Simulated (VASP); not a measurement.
These are PBEsol GGA, VASP's PBE PAW potentials (set 64) (plane waves; VASP 6.6.1) values and carry that method's errors.

Input for VASP

**INCAR**
```
# general
SYSTEM  = SrO
PREC    = Accurate
ENCUT   = 520   # plane-wave cut-off (eV)
LREAL   = .FALSE.
LASPH   = .TRUE.   # aspherical one-centre terms

# electronic loop
EDIFF   = 1E-6   # SCF stop (eV)
NELM    = 100   # most electronic steps
ALGO    = Normal   # blocked Davidson
LMAXMIX = 4

# smearing
ISMEAR  = 0   # Gaussian
SIGMA   = 0.05   # width (eV)

# functional
GGA     = PS   # PBEsol

# ions
IBRION  = 2   # conjugate gradients
NSW     = 60   # most ionic steps
ISIF    = 3   # ions, shape and volume
EDIFFG  = -0.01

# output
LWAVE   = .FALSE.
LCHARG  = .FALSE.
```

### KPOINTS
```
Automatic mesh
0
Gamma
7 7 7
0 0 0
```

POSCAR:
```
SrO
1
    0.0000000000     2.8188000000     2.8188000000
    2.8188000000     0.0000000000     2.8188000000
    2.8188000000     2.8188000000     0.0000000000
Sr O
1 1
Direct
  0.0000000000   0.0000000000   0.0000000000
  0.5000000000   0.5000000000   0.5000000000
```

POTCAR, in this order: Sr_sv O (PBE.64 set). Program: vasp_std.

Output of the run:

### OSZICAR
```
       N       E                     dE             d eps       ncg     rms          rms(c)
DAV:   1     0.784785169943E+02    0.78479E+02   -0.83170E+03   480   0.127E+03
DAV:   2    -0.102350875829E+02   -0.88714E+02   -0.82464E+02   668   0.241E+02
DAV:   3    -0.139794075328E+02   -0.37443E+01   -0.37256E+01   628   0.483E+01
DAV:   4    -0.141054903176E+02   -0.12608E+00   -0.12598E+00   692   0.746E+00
DAV:   5    -0.141077200958E+02   -0.22298E-02   -0.22297E-02   636   0.861E-01    0.114E+01
DAV:   6    -0.122791593818E+02    0.18286E+01   -0.10874E+01   580   0.216E+01    0.134E+01
DAV:   7    -0.120567324408E+02    0.22243E+00   -0.10704E+00   580   0.787E+00    0.739E+00
DAV:   8    -0.120264252617E+02    0.30307E-01   -0.14363E-01   500   0.441E+00    0.440E-01
DAV:   9    -0.120277829353E+02   -0.13577E-02   -0.93599E-03   760   0.691E-01    0.254E-01
DAV:  10    -0.120282162857E+02   -0.43335E-03   -0.48115E-04   584   0.239E-01    0.104E-01
DAV:  11    -0.120283643800E+02   -0.14809E-03   -0.18908E-04   564   0.117E-01    0.460E-02
DAV:  12    -0.120283776163E+02   -0.13236E-04   -0.17305E-05   600   0.421E-02    0.450E-02
DAV:  13    -0.120283750355E+02    0.25808E-05   -0.32533E-06   536   0.224E-02    0.344E-03
DAV:  14    -0.120283748347E+02    0.20077E-06   -0.27124E-07   308   0.538E-03
   1 F= -.12028375E+02 E0= -.12028375E+02  d E =-.120284E+02
       N       E                     dE             d eps       ncg     rms          rms(c)
DAV:   1    -0.235125004096E+02   -0.11484E+02   -0.23190E+02   532   0.151E+02    0.541E+01
DAV:   2    -0.145596645515E+02    0.89528E+01   -0.32494E+01   480   0.473E+01    0.924E+00
DAV:   3    -0.127808329775E+02    0.17788E+01   -0.49194E+00   624   0.222E+01    0.743E+00
DAV:   4    -0.125535139521E+02    0.22732E+00   -0.12368E+00   768   0.847E+00    0.599E+00
DAV:   5    -0.126102063043E+02   -0.56692E-01   -0.22354E-01   788   0.308E+00    0.214E+00
DAV:   6    -0.126474249941E+02   -0.37219E-01   -0.11243E-01   776   0.208E+00    0.127E+00
DAV:   7    -0.126464617753E+02    0.96322E-03   -0.16250E-03   536   0.432E-01    0.559E-01
DAV:   8    -0.126461189095E+02    0.34287E-03   -0.18772E-03   760   0.379E-01    0.187E-01
DAV:   9    -0.126461258303E+02   -0.69208E-05   -0.11366E-04   548   0.125E-01    0.422E-02
DAV:  10    -0.126461268921E+02   -0.10618E-05   -0.96663E-06   588   0.299E-02    0.384E-02
DAV:  11    -0.126461270184E+02   -0.12632E-06   -0.72221E-07   292   0.892E-03
   2 F= -.12646127E+02 E0= -.12646127E+02  d E =-.617752E+00
       N       E                     dE             d eps       ncg     rms          rms(c)
DAV:   1    -0.126706194994E+02   -0.24493E-01   -0.48135E-01   576   0.666E+00    0.141E+00
DAV:   2    -0.126524307612E+02    0.18189E-01   -0.80312E-02   536   0.244E+00    0.422E-01
DAV:   3    -0.126485291889E+02    0.39016E-02   -0.90770E-03   620   0.103E+00    0.460E-01
DAV:   4    -0.126479109307E+02    0.61826E-03   -0.45917E-03   744   0.511E-01    0.377E-01
DAV:   5    -0.126481531346E+02   -0.24220E-03   -0.24116E-04   684   0.141E-01    0.122E-01
DAV:   6    -0.126482049051E+02   -0.51771E-04   -0.41769E-04   756   0.139E-01    0.159E-02
DAV:   7    -0.126482036831E+02    0.12220E-05   -0.31516E-06   520   0.198E-02    0.531E-03
DAV:   8    -0.126482036042E+02    0.78930E-07   -0.36371E-07   284   0.583E-03
   3 F= -.12648204E+02 E0= -.12648204E+02  d E =-.619829E+00
```

**OUTCAR**
```
------------------------ aborting loop because EDIFF is reached ----------------------------------------
  FORCE on cell =-STRESS in cart. coord.  units (eV):
  Direction    XX          YY          ZZ          XY          YZ          ZX
  --------------------------------------------------------------------------------------
  Total        0.0026427      0.0026427      0.0026427      0.0000000     -0.0000000     -0.0000000
  in kB        0.1253273      0.1253273      0.1253273      0.0000000     -0.0000000     -0.0000000
  external PRESSURE =       0.1253273 kB  Pullay stress =       0.0000000 kB
  volume of cell :       33.78
      direct lattice vectors                 reciprocal lattice vectors
     0.000000000  2.565838681  2.565838681    -0.194868058  0.194868058  0.194868058
     2.565838681  0.000000000  2.565838681     0.194868058 -0.194868058  0.194868058
     2.565838681  2.565838681  0.000000000     0.194868058  0.194868058 -0.194868058
  FREE ENERGIE OF THE ION-ELECTRON SYSTEM (eV)
  ---------------------------------------------------
  free  energy   TOTEN  =       -12.6482036042 eV

  energy  without entropy=      -12.6482036042  energy(sigma->0) =      -12.64820360

 reached required accuracy - stopping structural energy minimisation
```
(Selected blocks of OUTCAR.)

File CONTCAR:
```
SrO
   1.00000000000000
     0.0000000000000000    2.5658386809505522    2.5658386809505522
     2.5658386809505522    0.0000000000000000    2.5658386809505522
     2.5658386809505522    2.5658386809505522    0.0000000000000000
  Sr              O
     1     1
Direct
     0.0000000000000000    0.0000000000000000    0.0000000000000000
     0.5000000000000000    0.5000000000000000    0.5000000000000000
```

Energy and stress use the plane-wave basis of the starting cell.

The structure was generated: SrO was put into the rock salt type (Fm-3m), which need not be its known phase. This run relaxes it. Symmetry was kept, so distortions that lower it aren't found.
